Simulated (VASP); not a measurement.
All values below come from vdW-DF2, VASP's PBE PAW potentials (set 64) (plane waves; VASP).

Input for VASP

POSCAR:
```
Ge
1.0
  0.0000000000   2.8290000000   2.8290000000
  2.8290000000   0.0000000000   2.8290000000
  2.8290000000   2.8290000000   0.0000000000
Ge
2
direct
  0.0000000000   0.0000000000   0.0000000000
  0.2500000000   0.2500000000   0.2500000000
```

**KPOINTS**
```
Regular mesh
0
G
  7 7 7
```

### INCAR
```
LMAXMIX = 4
EDIFFG = -0.01   ! ionic stop
ISIF = 3   ! ions, shape and volume
NSW = 60
GGA = ML
SIGMA = 0.05   ! width (eV)
AGGAC = 0.0
PREC = Accurate
ISMEAR = 0   ! Gaussian
IBRION = 2   ! conjugate gradients
LCHARG = .FALSE.
EDIFF = 1E-6   ! SCF stop (eV)
LREAL = .FALSE.   ! projection in real space or not
ZAB_VDW = -1.8867
LUSE_VDW = .TRUE.
ENCUT = 520
ALGO = Normal   ! blocked Davidson
LWAVE = .FALSE.
SYSTEM = Ge
LASPH = .TRUE.   ! aspherical one-centre terms
NELM = 100   ! most electronic steps
```

POTCAR, in this order: Ge_d (PBE.64 set). Program: vasp_std.

The run wrote:

File OSZICAR:
```
       N       E                     dE             d eps       ncg     rms          rms(c)
DAV:   1     0.173826909448E+03    0.17383E+03   -0.15448E+04   728   0.430E+03
DAV:   2     0.198694690577E+02   -0.15396E+03   -0.15136E+03   720   0.538E+02
DAV:   3    -0.948308762874E+00   -0.20818E+02   -0.20672E+02   808   0.149E+02
DAV:   4    -0.158956613838E+01   -0.64126E+00   -0.63974E+00   824   0.299E+01
DAV:   5    -0.160032626691E+01   -0.10760E-01   -0.10758E-01   792   0.409E+00    0.273E+00
DAV:   6    -0.152383958623E+01    0.76487E-01   -0.71983E-02   978   0.169E+00    0.169E+00
DAV:   7    -0.147996916108E+01    0.43870E-01   -0.18343E-01   930   0.240E+00    0.196E-01
DAV:   8    -0.148059114641E+01   -0.62199E-03   -0.70576E-03   800   0.102E+00    0.792E-02
DAV:   9    -0.148057695858E+01    0.14188E-04   -0.94246E-04   830   0.284E-01    0.233E-02
DAV:  10    -0.148056921678E+01    0.77418E-05   -0.60893E-05   764   0.108E-01    0.651E-03
DAV:  11    -0.148057158290E+01   -0.23661E-05   -0.51595E-06   662   0.338E-02    0.238E-03
DAV:  12    -0.148057217203E+01   -0.58913E-06   -0.55880E-07   392   0.142E-02
   1 F= -.14805722E+01 E0= -.14804537E+01  d E =-.148057E+01
       N       E                     dE             d eps       ncg     rms          rms(c)
DAV:   1    -0.122168811943E+02   -0.10736E+02   -0.19906E+02   942   0.368E+02    0.189E+01
DAV:   2    -0.441620636041E+01    0.78007E+01   -0.10690E+01   920   0.577E+01    0.941E+00
DAV:   3    -0.183520796625E+01    0.25810E+01   -0.56166E+00   930   0.385E+01    0.172E+00
DAV:   4    -0.168467765807E+01    0.15053E+00   -0.36797E-01   870   0.973E+00    0.824E-01
DAV:   5    -0.166518464614E+01    0.19493E-01   -0.38538E-02   888   0.318E+00    0.188E-01
DAV:   6    -0.166546767436E+01   -0.28303E-03   -0.26916E-03   918   0.878E-01    0.485E-02
DAV:   7    -0.166541382420E+01    0.53850E-04   -0.22665E-04   920   0.262E-01    0.992E-03
DAV:   8    -0.166541404620E+01   -0.22200E-06   -0.14860E-05  1008   0.453E-02    0.313E-03
DAV:   9    -0.166541432566E+01   -0.27947E-06   -0.31449E-07   400   0.107E-02
   2 F= -.16654143E+01 E0= -.16647770E+01  d E =-.184842E+00
       N       E                     dE             d eps       ncg     rms          rms(c)
DAV:   1    -0.202742707000E+01   -0.36201E+00   -0.49572E+00   948   0.417E+01    0.347E+00
DAV:   2    -0.175949268396E+01    0.26793E+00   -0.41372E-01   924   0.127E+01    0.172E+00
DAV:   3    -0.167767118793E+01    0.81821E-01   -0.13789E-01   940   0.640E+00    0.348E-01
DAV:   4    -0.167171908634E+01    0.59521E-02   -0.13575E-02   908   0.229E+00    0.775E-02
DAV:   5    -0.167171493901E+01    0.41473E-05   -0.41931E-04   878   0.316E-01    0.393E-02
DAV:   6    -0.167172371645E+01   -0.87774E-05   -0.28421E-05   896   0.946E-02    0.256E-03
DAV:   7    -0.167172416417E+01   -0.44772E-06   -0.10497E-06   414   0.172E-02
   3 F= -.16717242E+01 E0= -.16709424E+01  d E =-.191152E+00
       N       E                     dE             d eps       ncg     rms          rms(c)
DAV:   1    -0.167444757463E+01   -0.27239E-02   -0.40952E-02   946   0.398E+00    0.307E-01
DAV:   2    -0.167231227583E+01    0.21353E-02   -0.31416E-03   922   0.109E+00    0.154E-01
DAV:   3    -0.167164522543E+01    0.66705E-03   -0.11913E-03   938   0.599E-01    0.283E-02
DAV:   4    -0.167160311214E+01    0.42113E-04   -0.12150E-04   908   0.220E-01    0.636E-03
DAV:   5    -0.167160283305E+01    0.27908E-06   -0.57633E-06   740   0.415E-02
   4 F= -.16716028E+01 E0= -.16708375E+01  d E =-.191031E+00
       N       E                     dE             d eps       ncg     rms          rms(c)
DAV:   1    -0.167166338367E+01   -0.60272E-04   -0.55092E-04   956   0.460E-01    0.364E-02
DAV:   2    -0.167163340038E+01    0.29983E-04   -0.44262E-05   922   0.129E-01    0.182E-02
DAV:   3    -0.167162448513E+01    0.89152E-05   -0.16687E-05   892   0.709E-02    0.331E-03
DAV:   4    -0.167162323940E+01    0.12457E-05   -0.14649E-06   392   0.256E-02    0.666E-04
DAV:   5    -0.167162323837E+01    0.10350E-08   -0.17205E-07   360   0.569E-03
   5 F= -.16716232E+01 E0= -.16708555E+01  d E =-.204053E-04
       N       E                     dE             d eps       ncg     rms          rms(c)
DAV:   1    -0.167166603111E+01   -0.42792E-04   -0.39672E-04   946   0.395E-01    0.299E-02
DAV:   2    -0.167164558610E+01    0.20445E-04   -0.29699E-05   918   0.105E-01    0.150E-02
DAV:   3    -0.167163954118E+01    0.60449E-05   -0.11542E-05   870   0.588E-02    0.277E-03
DAV:   4    -0.167163860652E+01    0.93465E-06   -0.10779E-06   412   0.219E-02
   6 F= -.16716386E+01 E0= -.16708688E+01  d E =-.357735E-04
       N       E                     dE             d eps       ncg     rms          rms(c)
DAV:   1    -0.167164059071E+01   -0.10495E-05   -0.42252E-06   696   0.397E-02    0.307E-03
DAV:   2    -0.167164034351E+01    0.24720E-06   -0.31366E-07   360   0.115E-02
   7 F= -.16716403E+01 E0= -.16708703E+01  d E =-.173698E-05
       N       E                     dE             d eps       ncg     rms          rms(c)
DAV:   1    -0.167164833126E+01   -0.77406E-05   -0.39058E-05   840   0.125E-01    0.101E-02
DAV:   2    -0.167164597227E+01    0.23590E-05   -0.26538E-06   452   0.335E-02    0.526E-03
DAV:   3    -0.167164540029E+01    0.57198E-06   -0.24948E-06   598   0.210E-02
   8 F= -.16716454E+01 E0= -.16708747E+01  d E =-.679377E-05
```

File OUTCAR:
```
------------------------ aborting loop because EDIFF is reached ----------------------------------------
  FORCE on cell =-STRESS in cart. coord.  units (eV):
  Direction    XX          YY          ZZ          XY          YZ          ZX
  --------------------------------------------------------------------------------------
  Total        0.0042761      0.0042761      0.0042761      0.0000000      0.0000000      0.0000000
  in kB        0.1300120      0.1300120      0.1300120      0.0000000      0.0000000      0.0000000
  external PRESSURE =       0.1300120 kB  Pullay stress =       0.0000000 kB
  volume of cell :       52.70
      direct lattice vectors                 reciprocal lattice vectors
     0.000000000  2.975641006  2.975641006    -0.168031022  0.168031022  0.168031022
     2.975641006  0.000000000  2.975641006     0.168031022 -0.168031022  0.168031022
     2.975641006  2.975641006 -0.000000000     0.168031022  0.168031022 -0.168031022
 POSITION                                       TOTAL-FORCE (eV/Angst)
 -----------------------------------------------------------------------------------
      2.97564      0.00000      2.97564        -0.000000      0.000000      0.000000
      1.48782      1.48782      1.48782         0.000000     -0.000000     -0.000000
 -----------------------------------------------------------------------------------
    total drift:                                0.000000      0.000000      0.000000
  FREE ENERGIE OF THE ION-ELECTRON SYSTEM (eV)
  ---------------------------------------------------
  free  energy   TOTEN  =        -1.6716454003 eV

  energy  without entropy=       -1.6701040917  energy(sigma->0) =       -1.67087475

 reached required accuracy - stopping structural energy minimisation
```
(Selected blocks of OUTCAR.)

**CONTCAR**
```
Ge
   1.00000000000000
     0.0000000000000000    2.9756410056714002    2.9756410056714002
     2.9756410056714002    0.0000000000000000    2.9756410056714002
     2.9756410056714002    2.9756410056714002   -0.0000000000000000
  Ge
     2
Direct
     0.0000000000000000    1.0000000000000000    0.0000000000000000
     0.2500000000000000    0.2500000000000000    0.2500000000000000
```

Energy and stress use the plane-wave basis of the starting cell.

The compound is Ge in the diamond structure. This run relaxes it. Symmetry was kept, so distortions that lower it aren't found.
